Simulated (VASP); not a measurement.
**A VASP study of TePt (r2SCAN + rVV10): structure first, properties next**

Aim: relax TePt with r2SCAN + rVV10, compute its properties on that cell and hold them against experiment. The steps: relaxing cell and atoms (r2SCAN + rVV10), second relaxation, density, ELF and potential (r2SCAN + rVV10), bands along the symmetry lines (r2SCAN + rVV10), total and projected DOS (r2SCAN + rVV10), optical spectrum (r2SCAN + rVV10), volume scan with r2SCAN + rVV10 and fit for r2SCAN + rVV10. The start is a cell from a database of measured crystal structures.

Method: r2SCAN with rVV10; plane waves and PAW (Te, Pt), in VASP 6.6.1.

The experiments to compare with:

For PtTe, ZrCl-type rhombohedral (flux-grown crystal, 200 K), “Electronic and topological properties of the van der Waals layered superconductor PtTe” (2022, arxiv:2203.06655) gives, by single crystal x-ray diffraction: lattice constant a (a, hexagonal setting) 3.9612 ± 0.0004 Å; lattice constant c (c, hexagonal setting) 19.815 ± 0.002 Å.

Report form: the programs' logs are mostly left out.

The database entry behind the starting cell differs from later determinations by our own check (c about 0.8 % long), so it need not match the best structure at ambient conditions.

### Step 1. The structure

Before any relaxation, the start is as follows. Symmetry: R-3m, No. 166, trigonal system. The conventional cell has a = 3.963 Å, b = 3.963 Å, c = 19.980 Å, α = 90.00°, β = 90.00°, γ = 120.00°. Te has 3 Pt at 2.60 Å nearest. Nearest to Pt lie 3 Te at 2.60 Å and 3 Pt at 2.72 Å. Farther neighbours and most contacts between anions are not listed.

### Step 2. Relaxing cell and atoms (r2SCAN + rVV10)

Properties are meant for the cell that this level of theory prefers, so cell and atoms are relaxed first (ISIF = 3) until forces and stress are small; EDIFFG sets the threshold. r2SCAN adds the kinetic-energy density, costs more than a GGA and is run with LASPH. LUSE_VDW switches on a nonlocal correlation term for dispersion.

Input file INCAR:

```
SYSTEM = TePt
PREC = Accurate
ENCUT = 400
EDIFF = 1E-06
NELM = 100
ISMEAR = 0
SIGMA = 0.05
LREAL = .FALSE.
ALGO = Normal
METAGGA = R2SCAN
LUSE_VDW = .TRUE.
IVDW_NL = 2
BPARAM = 11.95
CPARAM = 0.0093
LASPH = .TRUE.
NBANDS = 22
LORBIT = 11
LWAVE = .FALSE.
LCHARG = .FALSE.
KPAR = 4
IBRION = 2
NSW = 60
ISIF = 3
EDIFFG = -0.01
```

Input file POSCAR:

```
TePt
1.0
   -3.9630000000      0.0000000000      0.0000000000
    1.9815000000     -3.4320586752      0.0000000000
    1.9815000000      1.1440195584      6.6600000000
Te Pt
2 2
Direct
    0.1960000000      0.0980000000      0.2940000000
    0.8040000000      0.9020000000      0.7060000000
    0.7400000000      0.3700000000      0.1100000000
    0.2600000000      0.6300000000      0.8900000000
```

Input file KPOINTS:

```
Automatic mesh
0
Gamma
6 6 6
0 0 0
```

PAW data sets: Te and Pt (PBE family, release 64).

The run is started by

```console
> mpirun -np 4 vasp_std
```

Elapsed: 15 min, on 4 MPI ranks of Intel Xeon Platinum 8375C at 2.90GHz (Ice Lake), shared host; peak memory 1.5 GiB.

The k-mesh is coarse for a metal. The PAW data sets were made with PBE, which is usual practice but a small mismatch for other functionals. The run keeps the 12 symmetry operations of its start, so it cannot find a distortion of lower symmetry.

Relaxation path:

| step | energy less that of the first step (eV) | largest force (eV/Å) | pressure (GPa) | volume (Å³) |
| --- | --- | --- | --- | --- |
| 1 | 0.0000 | 0.0679 | 1.59 | 90.58 |
| 2 | 0.0121 | 0.3314 | -2.65 | 93.56 |
| 3 | -0.0051 | 0.0776 | 0.03 | 91.61 |
| 4 | -0.0060 | 0.0598 | 0.03 | 91.75 |
| 5 | -0.0069 | 0.0487 | 0.04 | 92.01 |
| 6 | -0.0060 | 0.1163 | 0.04 | 92.52 |
| 7 | -0.0070 | 0.0682 | 0.02 | 92.14 |
| 8 | -0.0074 | 0.0161 | -0.02 | 92.29 |
| 9 | -0.0074 | 0.0182 | -0.06 | 92.34 |
| 10 | -0.0073 | 0.0152 | 0.20 | 92.20 |
| 11 | -0.0074 | 0.0044 | 0.05 | 92.28 |
| 12 | -0.0074 | 0.0059 | 0.04 | 92.29 |
| 13 | -0.0074 | 0.0036 | 0.00 | 92.33 |

| conventional cell, symmetrised | before | after | change |
| --- | --- | --- | --- |
| a (Å) | 3.963 | 3.973 | +0.3 % |
| b (Å) | 3.963 | 3.973 | +0.3 % |
| c (Å) | 19.980 | 20.261 | +1.4 % |
| volume (Å³/atom) | 22.65 | 23.08 | +1.9 % |

The atoms that moved most (Å, as changes of fractional coordinates times the final cell):

| atom | dx | dy | dz | length |
| --- | --- | --- | --- | --- |
| Te2 | 0.000 | 0.000 | 0.016 | 0.016 |
| Te1 | 0.000 | 0.000 | -0.016 | 0.016 |
| Pt3 | 0.000 | 0.000 | -0.006 | 0.006 |
| Pt4 | 0.000 | 0.000 | 0.006 | 0.006 |

The relaxed structure:

```xyz
4
Lattice="-3.9731 0.0000 0.0000 1.9865 -3.4408 0.0000 1.9865 1.1469 6.7538" Properties=species:S:1:pos:R:3 pbc="T T T"
Te    0.0000    0.0000    1.9691
Te    0.0000   -2.2939    4.7846
Pt   -1.9865   -1.1469    0.7370
Pt    1.9865   -1.1469    6.0167
```

This step gave:

```yaml
electrons: 32
bands: 22
irreducible_k_points: 32
symmetry_operations: 12
free_energy_toten: -154.6986 eV
energy_at_zero_smearing: -154.6961 eV
fermi_energy: 8.017 eV
pressure: 0.004307 GPa
metallic: yes
scf_cycles_over_all_ionic_steps: 93
```

It ends with a largest force of 0.004 eV/Å and a pressure of 0.00 GPa. The volume lies +1.9 % from that of the database's start.

### Step 3. Second relaxation

A relaxation keeps the plane waves of the cell it began with, so it is repeated from the new cell, on a basis made for it.

INCAR is that of step 2.

Input file POSCAR:

```
TePt
1.0
   -3.9730888197      0.0000000000      0.0000000000
    1.9865444098     -3.4407958493      0.0000000000
    1.9865444098      1.1469319498      6.7537691630
Te Pt
2 2
Direct
    0.1943745804      0.0971872902      0.2915618707
    0.8056254196      0.9028127098      0.7084381293
    0.7394207909      0.3697103955      0.1091311864
    0.2605792091      0.6302896045      0.8908688136
```

KPOINTS is that of step 2.

The run is started by

```console
> mpirun -np 4 vasp_std
```

Elapsed: 91 s, on 4 MPI ranks; peak memory 1.4 GiB; 6 min of CPU time.

Little changed from the start: no atom moved by 0.005 Å and no cell edge by 0.1 %.

This step gave:

```
free energy (TOTEN)             : -154.6996 eV
energy at zero smearing         : -154.6970 eV
pressure                        : 0.02810 GPa
SCF cycles over all ionic steps : 14
```

It ends with a largest force of 0.002 eV/Å and a pressure of 0.03 GPa. The volume moved by under 0.01 %: the run met its threshold at the first step.

### Step 4. Density, ELF and potential (r2SCAN + rVV10)

The relaxed cell gets a fresh self-consistent run, on a basis set for its own volume, to fix the density and to check the remaining stress.

Changes to INCAR since step 3:

```diff
@@ -18,7 +18,5 @@
 LWAVE = .FALSE.
-LCHARG = .FALSE.
-KPAR = 4
-IBRION = 2
-NSW = 60
-ISIF = 3
-EDIFFG = -0.01
+LCHARG = .TRUE.
+ISIF = 2
+LELF = .TRUE.
+LVHAR = .TRUE.
```

POSCAR is that of step 3.

KPOINTS is that of step 3.

The run is started by

```console
> mpirun -np 4 vasp_std
```

It took 64 s on 4 MPI ranks; peak memory 0.77 GiB; 4.2 min of CPU time.

This step gave:

```
electronic steps : 14
bands            : 24
pressure         : 0.04642 GPa
```

Valence electrons inside each PAW sphere by angular momentum. Sphere charges, by row:

| atom | s (e) | p (e) | d (e) | tot (e) |
| --- | --- | --- | --- | --- |
| Te1 | 1.395 | 1.875 | 0.087 | 3.357 |
| Te2 | 1.395 | 1.875 | 0.087 | 3.357 |
| Pt3 | 0.682 | 0.584 | 8.124 | 9.39 |
| Pt4 | 0.682 | 0.584 | 8.124 | 9.39 |

Valence density in the ac plane of the conventional cell at fractional y = 0.000, with atoms of Te and Pt within 0.2 Å of it. It is the smooth field of the valence electrons, not physical close to the nuclei.

Ten steps, logarithmic in the rise over the least value, from '_' (-0.2 e/Å³) to '@' (3.1 e/Å³), each cell a mean:
```
++++++++++**********++++++++
++**********++++++**********
--++******++++++++++******==
******++++========++++++****
========++++++++++++++======
======++++********++++++====
====++++++**********++++++==
##******++********++++****##
@@@@%%##**++++++++++**%%@@@@
@@%%##****++++++++****##%%%%
++++++++++++++++++++++++++++
==========++++++++++========
========++++++++++++========
****++++++++****++++++++****
@@@@%%##**++++++++****##%%@@
@@@@%%##**++++++++++**##%%@@
****++++++**********++++****
====++++++**********++++====
======++++++******++++++====
++++++==++++++++++++====++++
******++++++======++++******
__++******++++++++++******--
****************************
++++++++++********++++++++++
```
Columns run along a (4.0 Å), rows up along c (20.3 Å), edges of the conventional cell, whose origin can differ from the input's. Atoms in or near the plane, at fractional coordinates: Te at (0.00, 0.10), Te at (0.00, 0.90), Pt at (0.00, 0.37), Pt at (0.00, 0.63).

ELF in the ac plane of the conventional cell at fractional y = 0.000, with atoms of Te and Pt within 0.2 Å of it. It is the smooth field of the valence electrons, not physical close to the nuclei.

Values, 24 rows by 14 columns, each cell a mean:
```
0.30 0.30 0.29 0.28 0.28 0.30 0.32 0.33 0.31 0.28 0.27 0.28 0.30 0.30
0.66 0.70 0.73 0.69 0.54 0.38 0.32 0.31 0.33 0.43 0.61 0.72 0.73 0.68
0.68 0.75 0.82 0.80 0.66 0.42 0.22 0.18 0.28 0.52 0.74 0.82 0.79 0.71
0.88 0.86 0.78 0.60 0.36 0.17 0.09 0.08 0.11 0.23 0.47 0.69 0.82 0.87
0.23 0.19 0.15 0.16 0.27 0.41 0.51 0.54 0.48 0.35 0.21 0.15 0.17 0.22
0.03 0.05 0.13 0.30 0.50 0.63 0.70 0.72 0.68 0.59 0.41 0.21 0.08 0.03
0.08 0.09 0.14 0.25 0.36 0.44 0.49 0.50 0.47 0.41 0.31 0.19 0.12 0.08
0.30 0.29 0.27 0.27 0.27 0.28 0.29 0.30 0.29 0.27 0.27 0.27 0.28 0.30
0.03 0.06 0.19 0.32 0.30 0.26 0.21 0.19 0.23 0.27 0.32 0.28 0.13 0.04
0.20 0.22 0.29 0.36 0.42 0.48 0.50 0.50 0.50 0.46 0.39 0.33 0.26 0.21
0.29 0.27 0.28 0.36 0.50 0.62 0.68 0.70 0.67 0.58 0.44 0.31 0.27 0.28
0.04 0.05 0.07 0.12 0.21 0.30 0.36 0.38 0.34 0.26 0.16 0.09 0.05 0.04
0.07 0.07 0.09 0.16 0.27 0.39 0.46 0.48 0.44 0.35 0.23 0.13 0.08 0.07
0.34 0.32 0.31 0.37 0.51 0.62 0.67 0.68 0.66 0.58 0.45 0.34 0.31 0.33
0.12 0.15 0.25 0.35 0.38 0.42 0.43 0.43 0.43 0.41 0.37 0.32 0.20 0.13
0.09 0.12 0.23 0.32 0.29 0.25 0.20 0.19 0.22 0.27 0.31 0.29 0.18 0.10
0.27 0.26 0.24 0.25 0.27 0.29 0.32 0.33 0.31 0.28 0.26 0.24 0.24 0.27
0.05 0.07 0.14 0.26 0.40 0.49 0.55 0.56 0.53 0.47 0.35 0.20 0.11 0.06
0.03 0.04 0.11 0.28 0.48 0.63 0.70 0.71 0.68 0.58 0.40 0.20 0.08 0.03
0.39 0.33 0.24 0.18 0.21 0.31 0.41 0.44 0.38 0.27 0.18 0.20 0.28 0.36
0.89 0.88 0.84 0.71 0.46 0.22 0.09 0.07 0.13 0.30 0.58 0.78 0.87 0.89
0.62 0.71 0.79 0.79 0.66 0.44 0.25 0.21 0.31 0.53 0.74 0.80 0.77 0.66
0.66 0.69 0.69 0.62 0.47 0.35 0.32 0.32 0.33 0.39 0.54 0.66 0.69 0.67
0.20 0.20 0.20 0.22 0.25 0.30 0.33 0.34 0.32 0.28 0.24 0.21 0.20 0.20
```
Columns run along a (4.0 Å), rows up along c (20.3 Å), edges of the conventional cell, whose origin can differ from the input's. Atoms in or near the plane, at fractional coordinates: Te at (0.00, 0.10), Te at (0.00, 0.90), Pt at (0.00, 0.37), Pt at (0.00, 0.63).

Electrostatic potential energy in the ac plane of the conventional cell at fractional y = 0.000, with atoms of Te and Pt within 0.2 Å of it. With pseudopotentials it is smooth inside the atoms' cores, unlike the true potential.

Ten even steps from '0' (-72 eV) to '9' (4 eV), each cell a mean:
```
99999999999999
12479999998632
00168999998400
67899999999987
99999999999999
99999988899999
99999998999999
78899999999988
01379999998521
34689999999753
99999988999999
99999999999999
99999999999999
99999988899999
22579999998642
12479999998632
89999999999999
99999988999999
99999988999999
99999999999999
55789999999865
00168999998300
34689999999753
99999999999999
```
Columns run along a (4.0 Å; values clipped at the 3rd and 97th percentile), rows up along c (20.3 Å), edges of the conventional cell, whose origin can differ from the input's. Atoms in or near the plane, at fractional coordinates: Te at (0.00, 0.10), Te at (0.00, 0.90), Pt at (0.00, 0.37), Pt at (0.00, 0.63).

In this run the pressure is 0.05 GPa, small enough to go on.

### Step 5. Bands along the symmetry lines (r2SCAN + rVV10)

Levels along the symmetry lines show where the bands peak and cross; KPOINTS_OPT computes them in the converged potential.

Changes to INCAR since step 4:

```diff
@@ -15,8 +15,6 @@
 LASPH = .TRUE.
-NBANDS = 22
+NBANDS = 30
 LORBIT = 11
 LWAVE = .FALSE.
-LCHARG = .TRUE.
-ISIF = 2
-LELF = .TRUE.
-LVHAR = .TRUE.
+LCHARG = .FALSE.
+KPAR = 4
```

POSCAR is that of step 4.

KPOINTS is that of step 4.

Input file KPOINTS_OPT:

```
Line mode
16
Line-mode
Reciprocal
  0.00000000   0.00000000   0.00000000 GAMMA
  0.00000000  -0.50000000   0.00000000 L

  0.00000000  -0.50000000   0.00000000 L
 -0.37178557  -0.31410721   0.18589279 B1

 -0.31410721  -0.31410721  -0.18589279 B
  0.00000000   0.00000000  -0.50000000 Z

  0.00000000   0.00000000  -0.50000000 Z
  0.00000000   0.00000000   0.00000000 GAMMA

  0.00000000   0.00000000   0.00000000 GAMMA
 -0.34294639  -0.34294639   0.34294639 X

 -0.34294639  -0.31410721   0.00000000 Q
 -0.50000000   0.00000000   0.00000000 F

 -0.50000000   0.00000000   0.00000000 F
 -0.47116082   0.00000000  -0.18589279 P1

 -0.47116082   0.00000000  -0.18589279 P1
  0.00000000   0.00000000  -0.50000000 Z

  0.00000000  -0.50000000   0.00000000 L
  0.00000000  -0.47116082  -0.34294639 P
```

The run is started by

```console
> mpirun -np 4 vasp_std
```

The job ended after 3.4 min (4 MPI ranks; peak memory 1.5 GiB).

Spin-orbit coupling is off here; with elements this heavy it splits and shifts levels by tenths of an eV or more. The cell is typed on its shortest vectors, so the axes of tensors and the coordinates of k-points follow the printed cell and not the standard setting.

This step gave:

```yaml
bands: 30
fermi_energy: 8.016 eV
pressure: 0.08724 GPa
```

Electronic bands along the path, in eV, zero at the Fermi level; # counts the bands kept:

| point | #11 | #12 | #13 | #14 | #15 | #16 | #17 | #18 |
| --- | --- | --- | --- | --- | --- | --- | --- | --- |
| Γ | -1.82 | 0.74 | 0.74 | 0.79 | 1.43 | 2.94 | 2.94 | 5.04 |
| 0.53 of the way | -1.96 | -1.79 | -0.74 | 0.24 | 1.17 | 1.74 | 3.52 | 4.53 |
| L | -2.63 | -2.10 | -1.95 | -1.09 | 0.31 | 1.48 | 2.15 | 4.10 |
| 0.53 of the way | -2.55 | -1.93 | -1.76 | -1.58 | -1.11 | 1.66 | 3.03 | 5.65 |
| B1 | -2.50 | -2.17 | -1.34 | -1.30 | -0.44 | 1.25 | 3.56 | 3.58 |
| jump to B | -2.50 | -2.17 | -1.34 | -1.30 | -0.44 | 1.25 | 3.56 | 3.58 |
| 0.53 of the way | -1.82 | -1.69 | -0.78 | -0.25 | 1.53 | 1.66 | 2.99 | 4.83 |
| Z | -1.74 | -1.72 | 1.27 | 1.27 | 2.10 | 2.10 | 3.64 | 5.04 |
| 0.47 of the way | -1.81 | -0.86 | 0.96 | 0.96 | 2.53 | 2.53 | 2.90 | 4.90 |
| Γ | -1.82 | 0.74 | 0.74 | 0.79 | 1.43 | 2.94 | 2.94 | 5.04 |
| 0.53 of the way | -1.90 | -1.87 | -0.91 | -0.76 | -0.04 | 2.42 | 4.13 | 5.79 |
| X | -2.47 | -2.19 | -1.59 | -0.86 | -0.77 | 1.31 | 3.26 | 4.20 |
| jump to Q | -2.47 | -2.19 | -1.59 | -0.86 | -0.77 | 1.31 | 3.26 | 4.20 |
| 0.53 of the way | -2.54 | -2.37 | -1.84 | -0.83 | -0.36 | 1.64 | 3.96 | 4.22 |
| F | -2.60 | -1.89 | -1.72 | -1.33 | -1.24 | 2.59 | 3.93 | 5.05 |
| 0.53 of the way | -2.55 | -1.89 | -1.68 | -1.46 | -1.07 | 2.52 | 3.55 | 5.06 |
| P1 | -2.44 | -1.88 | -1.58 | -1.57 | -0.84 | 2.34 | 2.99 | 5.01 |
| 0.47 of the way | -1.93 | -1.55 | -0.48 | -0.18 | 0.43 | 2.62 | 2.71 | 5.14 |
| Z | -1.74 | -1.72 | 1.27 | 1.27 | 2.10 | 2.10 | 3.64 | 5.04 |
| jump to L | -2.63 | -2.10 | -1.95 | -1.09 | 0.31 | 1.48 | 2.15 | 4.10 |
| 0.47 of the way | -2.55 | -2.05 | -1.92 | -1.26 | 0.00 | 1.74 | 2.32 | 4.42 |
| P | -2.44 | -1.88 | -1.58 | -1.57 | -0.84 | 2.34 | 2.99 | 5.01 |

Of the projections kept (Te, Pt), the largest for each band there; the rest of the weight can lie on other orbitals:

| point | #11 | #12 | #13 | #14 | #15 | #16 | #17 | #18 |
| --- | --- | --- | --- | --- | --- | --- | --- | --- |
| Γ | Pt 0.96 | Te 0.64 | Te 0.64 | Te 0.64 | Te 0.51 | Te 0.50 | Te 0.50 | Te 0.70 |
| L | Pt 0.98 | Pt 0.83 | Pt 0.97 | Te 0.52 | Te 0.62 | Pt 0.65 | Pt 0.78 | Pt 0.68 |
| B1 | Pt 0.93 | Pt 0.90 | Pt 0.79 | Pt 0.78 | Pt 0.64 | Pt 0.76 | Pt 0.66 | Pt 0.66 |
| B | Pt 0.93 | Pt 0.90 | Pt 0.79 | Pt 0.78 | Pt 0.64 | Pt 0.76 | Pt 0.66 | Pt 0.66 |
| Z | Pt 0.92 | Pt 0.69 | Te 0.64 | Te 0.64 | Te 0.51 | Te 0.51 | Te 0.62 | Te 0.52 |
| Γ | Pt 0.96 | Te 0.64 | Te 0.64 | Te 0.64 | Te 0.51 | Te 0.50 | Te 0.50 | Te 0.70 |

There is no gap at this level.

### Step 6. Total and projected DOS (r2SCAN + rVV10)

Here the states are counted by energy and projected on the atoms. The mesh is finer than in the run before.

Changes to INCAR since step 5:

```diff
@@ -5,3 +5,3 @@
 NELM = 100
-ISMEAR = 0
+ISMEAR = -5
 SIGMA = 0.05
@@ -20 +20,2 @@
 KPAR = 4
+NEDOS = 2001
```

POSCAR is that of step 5.

Input file KPOINTS:

```
Automatic mesh
0
Gamma
9 9 9
0 0 0
```

The run is started by

```console
> mpirun -np 4 vasp_std
```

The job ended after 2.7 min (4 MPI ranks; peak memory 1.7 GiB).

With tetrahedra the forces and stress of a metal are not exact derivatives of the energy.

Numbers from this step:

* irreducible k points: 85
* free energy (TOTEN): -154.7056 eV
* Fermi energy: 7.990 eV
* pressure: 0.02912 GPa
* DOS at the Fermi level: 2.034 states/eV/cell

The density of states has structure finer than the step of the table below, so its rows give means over 0.5 eV, whole bins alone (the curve runs from -12.0 to 5.15 eV). Peaks (eV: height): total -2.83: 8.40, -2.60: 9.14, -2.07: 7.71, -1.76: 7.11; Pt d -5.14: 4.07, -2.83: 6.42, -2.60: 7.01, -2.07: 5.87; Te p -6.44: 0.883, -5.21: 1.04, -4.83: 0.815, -3.68: 0.766; Pt p -4.06: 0.293, -3.68: 0.239, -0.84: 0.283, -0.22: 0.258; Pt s -6.44: 1.26, -1.76: 0.279, 3.39: 0.308, 5.00: 0.504.

States under -12.0 eV and over 5.2 eV are left out. Table of density of states by energy, zero at the Fermi level; means over each step; values in states/eV/cell:

| energy (eV) | total | Pt d | Te p | Pt p | Pt s | Te s | Te d |
| --- | --- | --- | --- | --- | --- | --- | --- |
| -11.5 | 0.706 | 0.0550 | 0.00299 | 0.0190 | 0.0103 | 0.469 | 1.2e-4 |
| -11.0 | 0 | 0 | 0 | 0 | 0 | 0 | 0 |
| -10.5 | 0 | 0 | 0 | 0 | 0 | 0 | 0 |
| -10.0 | 0 | 0 | 0 | 0 | 0 | 0 | 0 |
| -9.5 | 0 | 0 | 0 | 0 | 0 | 0 | 0 |
| -9.0 | 0 | 0 | 0 | 0 | 0 | 0 | 0 |
| -8.5 | 0 | 0 | 0 | 0 | 0 | 0 | 0 |
| -8.0 | 0 | 0 | 0 | 0 | 0 | 0 | 0 |
| -7.5 | 0 | 0 | 0 | 0 | 0 | 0 | 0 |
| -7.0 | 0.165 | 0.0174 | 0.0339 | 0.00506 | 0.0444 | 0.00266 | 4.9e-4 |
| -6.5 | 3.41 | 0.622 | 0.650 | 0.0801 | 0.852 | 0.0754 | 0.0148 |
| -6.0 | 3.38 | 1.34 | 0.644 | 0.0604 | 0.296 | 0.0468 | 0.0121 |
| -5.5 | 4.01 | 2.34 | 0.653 | 0.0725 | 0.116 | 0.0292 | 0.0193 |
| -5.0 | 5.51 | 3.14 | 0.803 | 0.157 | 0.177 | 0.0469 | 0.0343 |
| -4.5 | 4.54 | 2.72 | 0.601 | 0.139 | 0.135 | 0.0527 | 0.0294 |
| -4.0 | 4.76 | 2.92 | 0.522 | 0.207 | 0.141 | 0.0439 | 0.0323 |
| -3.5 | 4.67 | 2.96 | 0.569 | 0.173 | 0.0510 | 0.0504 | 0.0324 |
| -3.0 | 3.93 | 2.83 | 0.306 | 0.105 | 0.0537 | 0.0279 | 0.0249 |
| -2.5 | 5.95 | 4.49 | 0.371 | 0.134 | 0.118 | 0.0215 | 0.0393 |
| -2.0 | 6.63 | 4.97 | 0.401 | 0.150 | 0.160 | 0.0762 | 0.0506 |
| -1.5 | 3.56 | 1.89 | 0.540 | 0.228 | 0.114 | 0.0554 | 0.0220 |
| -1.0 | 2.34 | 0.845 | 0.548 | 0.259 | 0.0442 | 0.0296 | 0.0141 |
| -0.5 | 1.97 | 0.629 | 0.522 | 0.226 | 0.0293 | 0.0272 | 0.0133 |
| 0.0 | 1.97 | 0.548 | 0.590 | 0.231 | 0.0226 | 0.0252 | 0.0148 |
| 0.5 | 1.47 | 0.377 | 0.485 | 0.161 | 0.0161 | 0.0197 | 0.0112 |
| 1.0 | 1.04 | 0.290 | 0.345 | 0.0939 | 0.0125 | 0.0178 | 0.00877 |
| 1.5 | 1.47 | 0.672 | 0.339 | 0.0501 | 0.0217 | 0.0374 | 0.0194 |
| 2.0 | 2.37 | 1.02 | 0.631 | 0.0617 | 0.0383 | 0.0396 | 0.0341 |
| 2.5 | 1.37 | 0.463 | 0.312 | 0.0538 | 0.105 | 0.0244 | 0.0380 |
| 3.0 | 1.43 | 0.326 | 0.273 | 0.0937 | 0.204 | 0.0344 | 0.0531 |
| 3.5 | 1.57 | 0.333 | 0.336 | 0.102 | 0.242 | 0.0326 | 0.0551 |
| 4.0 | 0.536 | 0.104 | 0.0972 | 0.0371 | 0.0915 | 0.00714 | 0.0279 |
| 4.5 | 0.833 | 0.132 | 0.104 | 0.0584 | 0.163 | 0.0312 | 0.0613 |

Force by atom:

| atom | x (eV/Å) | y (eV/Å) | z (eV/Å) | size |
| --- | --- | --- | --- | --- |
| Te1 | 0.0000 | 0.0000 | -0.0086 | 0.0086 |
| Te2 | 0.0000 | 0.0000 | 0.0086 | 0.0086 |
| Pt3 | 0.0000 | 0.0000 | 0.0523 | 0.0523 |
| Pt4 | 0.0000 | 0.0000 | -0.0523 | 0.0523 |

The finer mesh and the other smearing move the Fermi level by -0.03 eV from the 6×6×6 run, a small shift, which tests the Fermi level alone. Of the states within 0.3 eV of the Fermi level, the largest shares in the PAW spheres are Te p 30 %, Pt d 28 % and Pt p 12 %. The rest lies in smaller channels or between the spheres.

[end of part 1 of 2]

[Lines on the potential files, build, host, timing and source positions are cut from VASP's logs without a mark.]

[Logs are printed without paths, hosts, clocks, repeated set-up lines and the standing remarks that a program may print on its own settings, such as how far it seeks lower states.]

[Hosts, paths, dates, database ids (printed as entryN), source tags and the programs' standing remarks are cut or masked in the printed files.]

[A measured line is paired with the nearest computed mode of its activity, which favours agreement.]
